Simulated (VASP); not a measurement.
OSZICAR of a VASP run on CoSi₂ (fluorite):

**OSZICAR**
```
       N       E                     dE             d eps       ncg     rms          rms(c)
DAV:   1     0.613691320986E+02    0.61369E+02   -0.59394E+03 14488   0.109E+03
DAV:   2    -0.170121960287E+02   -0.78381E+02   -0.73072E+02 14512   0.235E+02
DAV:   3    -0.205994474954E+02   -0.35873E+01   -0.34746E+01 18376   0.578E+01
DAV:   4    -0.206813042112E+02   -0.81857E-01   -0.81645E-01 17176   0.850E+00
DAV:   5    -0.206837970452E+02   -0.24928E-02   -0.24922E-02 18800   0.151E+00    0.146E+01
DAV:   6    -0.241448589631E+02   -0.34611E+01   -0.39762E+01 17616   0.136E+02    0.175E+01
DAV:   7    -0.192749603844E+02    0.48699E+01   -0.17014E+01 18592   0.107E+02    0.362E+00
DAV:   8    -0.192998116038E+02   -0.24851E-01   -0.10403E+00 16576   0.839E+00    0.189E+00
DAV:   9    -0.192649787222E+02    0.34833E-01   -0.10494E-01 17900   0.695E+00    0.447E-01
DAV:  10    -0.192650060067E+02   -0.27284E-04   -0.59588E-03 17420   0.861E-01    0.627E-02
DAV:  11    -0.192649760473E+02    0.29959E-04   -0.31575E-04 21644   0.310E-01    0.390E-02
DAV:  12    -0.192649964052E+02   -0.20358E-04   -0.45630E-05 15200   0.692E-02    0.230E-02
DAV:  13    -0.192649967655E+02   -0.36032E-06   -0.23040E-06 16348   0.127E-02
   1 F= -.19264997E+02 E0= -.19264885E+02  d E =-.333826E-03
```

Problem. Which electronic solver shows in the log?

Solution. It is blocked Davidson (ALGO = Normal, or the opening steps of other solvers). The INCAR had ALGO = Normal.

Problem. How was spin treated?

Solution. Without spin polarisation: there is no mag entry.

Problem. Can the final energy be trusted as converged?

Solution. The calculation finished and met its thresholds. It stopped with EDIFF = 1E-6, NELM = 100 (PBE GGA, plane waves, VASP's PBE PAW potentials (set 64)).

The compound is CoSi2 in the fluorite structure. The cell was not relaxed at this level, atoms are displaced from their ideal sites. The run is one of a series of settings (KGAMMA = .TRUE., KSPACING = 0.16, KPOINTS file removed against the base run), some of them coarse on purpose. The run is not spin-polarised, so no magnetic state was tried. The electron count is odd and the run is not spin-polarised, which forces a metal.
